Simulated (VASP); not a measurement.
Method: PBE GGA, VASP's PBE PAW potentials (set 64) (plane waves; VASP).

VASP input:

INCAR:
```
SYSTEM = Si
PREC = Accurate; ENCUT = 520; LREAL = .FALSE.
LASPH = .TRUE.
EDIFF = 1E-6; NELM = 100; ALGO = Normal
ISMEAR = 0; SIGMA = 0.05
GGA = PE
LWAVE = .FALSE.; LCHARG = .TRUE.
```

File POSCAR:
```
Si
1.0
  0.0000000000   2.7342745148   2.7342745148
  2.7342745148   0.0000000000   2.7342745148
  2.7342745148   2.7342745148   0.0000000000
Si
2
Direct
  0.0000000000   0.0000000000   0.0000000000
  0.2500000000   0.2500000000   0.2500000000
```

### KPOINTS
```
Automatic mesh
0
Gamma
8 8 8
0 0 0
```

POTCAR, in this order: Si (PBE.64 set). Program: vasp_std.

Question: What will the output report for the number of irreducible k-points (NKPTS), largest plane-wave count, number of space-group operations, FFT grid (NGX, NGY, NGZ)?

Answer: 
```yaml
number of irreducible k-points (NKPTS): 29
largest_plane_wave_count: 1124
number_of_space_group_operations: 48
FFT grid (NGX, NGY, NGZ): 30 × 30 × 30
```

The compound is Si in the diamond structure. It was relaxed first.
